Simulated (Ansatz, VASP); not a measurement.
## LaBe in VASP and in Ansatz

File INCAR:

```
SYSTEM = LaBe
PREC = Accurate ; ENCUT = 600
EDIFF = 1E-7 ; ISMEAR = 0
SIGMA = 0.1 ; LREAL = .FALSE.
LASPH = .TRUE. ; NELM = 60
ALGO = Normal ; ISIF = 3
LWAVE = .FALSE. ; LCHARG = .FALSE.
GGA = PE ; IBRION = 2
NSW = 100 ; EDIFFG = -0.01
```

The input KPOINTS:

```
Automatic mesh
0
G
  16 16 16
  0 0 0
```

Contents of POSCAR:

```
LaBe
1.0
    0.0000000000      3.0268581519      3.0268581519
    3.0268581519      0.0000000000      3.0268581519
    3.0268581519      3.0268581519      0.0000000000
La Be
1 1
Direct
    0.5000000000      0.5000000000      0.5000000000
    0.0000000000      0.0000000000      0.0000000000
```

Input for Ansatz:

```yaml
crystal:
  lattice:
    - [0.0, 3.0268581519, 3.0268581519]
    - [3.0268581519, 0.0, 3.0268581519]
    - [3.0268581519, 3.0268581519, 0.0]
  atoms:
    - { symbol: La, position: [0.5, 0.5, 0.5] }
    - { symbol: Be, position: [0.0, 0.0, 0.0] }
basis:
  ecutwfc: 420
kpoints:
  mp_grid: { grid: [16, 16, 16] }
hamiltonian:
  xc: pbe
scf:
  occupations: { method: gaussian, width: 0.1 }
output:
  forces: true
  stress: true
  eigenvalues: true
relax:
  adjacent_minimum: "off"
  f_tol: 0.01
  max_steps: 80
  cell: { stress_tol: 0.05 }
```

Alike in both runs: task relaxation of cell and atoms; functional PBE; k mesh 16 × 16 × 16; occupations gaussian, width 0.1 eV; no spin polarisation.

```csv
,VASP,Ansatz
version,VASP 6.6.1,Ansatz 0.2.0
potentials or method,"VASP PAW PBE potentials, release 64 (La, Be)","scalar-relativistic, plane waves, PAW"
plane-wave cutoff (eV),600,420
valence electrons in the cell,13,13
```

```tsv
	VASP	Ansatz	Ansatz less VASP
gap on the k mesh at the Fermi level, each at its own relaxed structure (eV)	none	none	-
relaxed volume (Å³/atom)	27.86	27.88	+0.014
relaxed cell length with the largest relative difference (Å)	4.287	4.288	+0.0007
```

A gap of «none» marks a metal or a gap that the smearing closes.

Spin-orbit coupling is left out, which matters for the levels of La.
